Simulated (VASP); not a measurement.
TiC: stress against strain

TiC (rock salt, Fm-3m, 9.904 Å³/atom at rest, cube axes along x, y and z) under an equal strain ε along x and y, with z held. PBEsol in VASP (plane waves, PAW), 600 eV, 18×18×18 Γ-centred mesh, Methfessel-Paxton smearing 0.10 eV; ions are relaxed within the symmetry of each cell. Stress is positive for a compressed cell.

Here s stands for strain and y for stress xx.

```
strain (%)  stress xx (GPa)
----------  ---------------
-3.00                     ?
-1.50                 10.89
-1.00                  6.96
-0.50                  3.31
0.00                  -0.17
0.50                  -3.45
1.00                  -6.54
1.50                  -9.44
```

Problem. Fit y against s with a straight line, and predict the withheld value at s = -3.00.

Solution. Means: s 0, y 0.223. About the means, the sum of products is -47.375 and the sum of squares of s is 7.0000; the slope is their ratio. Least squares gives y = 0.223 - 6.7679·s. Residuals (row less fit): 0.515, -0.031, -0.297, -0.393, -0.289, 0.005, 0.489; standard error 0.408 (degrees of freedom: 5). The slope gives the elastic constants C11 + C12 = 677 ± 15 GPa. At the withheld row, y = 0.223 - 6.7679 × (-3.0) = 20.527 GPa. The calculation gives 24.01 GPa, 3.483 GPa above the prediction (10.4 % of the range of y in the table). The row lies outside the fitted rows, so this is an extrapolation. From the scatter of the fitted rows alone, a prediction at this place has a standard error of 0.636 GPa, so the miss is 5.5 times that.

One order more, fitted to all 13 runs of the series, follows each within 0.10, so the miss is the next term of a smooth law. In a metal these values are sensitive to mesh and smearing; energies are taken to zero smearing, stresses follow the free energy. Rows are the converged runs of the series near zero and its far end; series whose fitted rows scatter by over a few per cent of the range, as at a crossing or softening among them, aren't shown in this form. Most that stay on the fit to the last digits aren't either.
